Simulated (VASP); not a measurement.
Level of theory: PBEsol GGA, VASP's PBE PAW potentials (set 64) (plane waves; VASP).

The input files of a VASP run:

### INCAR
```
! general
SYSTEM   =  YAu
PREC     =  Accurate
ENCUT    =  300
LREAL    =  .False.
LASPH    =  .True.

! electronic loop
EDIFF    =  1E-6
NELM     =  100
ALGO     =  Normal
LMAXMIX  =  6

! smearing
ISMEAR   =  -1
SIGMA    =  0.1

! functional
GGA      =  PS

! ions
ISIF     =  2

! output
LWAVE    =  .False.
LCHARG   =  .False.
```

POSCAR:
```
YAu
3.586650
  1.0000000000   0.0000000000   0.0000000000
  0.0000000000   1.0000000000   0.0000000000
  0.0000000000   0.0000000000   1.0000000000
Y Au
1 1
direct
  0.5037660000   0.4995270000   0.5009380000
 -0.0037660000   0.0004730000  -0.0009380000
```

KPOINTS:
```
K-points
0
G
 4 4 4
```

POTCAR, in this order: Y_sv Au (PBE.64 set). Program: vasp_std.

At this cut-off the stress carries a Pulay error, which pulls relaxed volumes low. Gaps are read on the run's mesh, which can miss a band edge. Unless said otherwise, spin-orbit coupling is left out, though it shifts the bands of the heavy elements here.

### Question
Estimate the energy per atom (σ→0), pressure, largest force, band gap (on the k-mesh).

### Answer

```yaml
energy per atom (σ→0): -6.221 eV/atom
band gap (on the k-mesh): none (metal, semimetal or under 0.01 eV)
pressure: -3.80 GPa
largest_force: 0.068 eV/Å
```

### OSZICAR
```
...
DAV:   7    -0.124985575494E+02    0.14249E+00   -0.61809E-01  1314   0.489E+00    0.696E+00
DAV:   8    -0.124885061136E+02    0.10051E-01   -0.13796E-01  1288   0.281E+00    0.906E-01
DAV:   9    -0.124841285696E+02    0.43775E-02   -0.30681E-02  1213   0.127E+00    0.194E-01
DAV:  10    -0.124839905517E+02    0.13802E-03   -0.14738E-03  1185   0.273E-01    0.950E-02
DAV:  11    -0.124839958661E+02   -0.53144E-05   -0.54267E-05  1291   0.590E-02    0.505E-02
DAV:  12    -0.124839968419E+02   -0.97585E-06   -0.26240E-05  1279   0.382E-02    0.146E-02
DAV:  13    -0.124839962820E+02    0.55995E-06   -0.20131E-06  1011   0.117E-02
   1 F= -.12483996E+02 E0= -.12441214E+02  d E =-.855654E-01
```

The structure comes from a computed database's YAu entry; how it stands against other phases isn't given here. The cell was not relaxed at this level, atoms are displaced from their ideal sites. The k-mesh is coarse (spacing up to 0.44 per Å, 2π included), so the numbers may not be converged in it. The run is one of a series of settings (KPOINTS 4×4×4 Γ-centred mesh against the base run), some of them coarse on purpose.
